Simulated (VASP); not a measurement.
An input for Quantum ESPRESSO's pw.x (written as the equivalent of a VASP run, and not itself run):

```
&CONTROL
  calculation = 'vc-relax'
  pseudo_dir = './pseudo'
  outdir = './out'
  tprnfor = .true.
  tstress = .true.
  nstep = 60
  forc_conv_thr = 0.00039
/
&SYSTEM
  ibrav = 0
  nat = 2
  ntyp = 1
  ecutwfc = 74
  occupations = 'smearing'
  smearing = 'methfessel-paxton'
  degauss = 0.00735
  input_dft = 'vdw-df-obk8'
/
&ELECTRONS
  conv_thr = 7.3e-08
  electron_maxstep = 100
/
&IONS
/
&CELL
/
ATOMIC_SPECIES
  Os 190.230 Os.upf
CELL_PARAMETERS angstrom
     1.3823695   -2.3943339   -0.0000000
     1.3823695    2.3943339   -0.0000000
     0.0000000    0.0000000    4.3536900
ATOMIC_POSITIONS crystal
  Os   0.3333330  0.6666670  0.2500000
  Os   0.6666670  0.3333330  0.7500000
K_POINTS automatic
  14 14 8 0 0 0
```

### Question
Write the VASP files for the same calculation (optB88-vdW).

### Answer
Several could match; the one computed here: 
### KPOINTS
```
kpoints
0
Gamma
 14 14 8
0 0 0
```

File POSCAR:
```
Os
1
    1.3823695203    -2.3943338782    -0.0000000000
    1.3823695203     2.3943338782    -0.0000000000
    0.0000000000     0.0000000000     4.3536899579
Os
2
Direct
  0.3333330000   0.6666670000   0.2500000000
  0.6666670000   0.3333330000   0.7500000000
```

INCAR:
```
SYSTEM = Os
PREC = Accurate
ENCUT = 520
EDIFF = 1E-6
NELM = 100
ALGO = Normal
LREAL = .FALSE.
LASPH = .TRUE.
ISMEAR = 1
SIGMA = 0.1
GGA = BO
PARAM1 = 0.1833333333
PARAM2 = 0.22
LUSE_VDW = .TRUE.
AGGAC = 0.0
LMAXMIX = 6
LWAVE = .FALSE.
LCHARG = .FALSE.
IBRION = 2
ISIF = 3
NSW = 60
EDIFFG = -0.01
```

POTCAR, in this order: Os (PBE.64 set). Program: vasp_std.

What does not carry over: the potentials are each code's own (VASP's PAW set, PseudoDojo norm-conserving files in pw.x), so ENCUT and ecutwfc are chosen apart and not converted; conv_thr bounds pw.x's estimated SCF error, while EDIFF bounds the energy change between steps; forc_conv_thr acts on force components and is met together with etot_conv_thr.

The compound is Os in the hcp structure. It was relaxed first. The start is the result of an earlier pass.
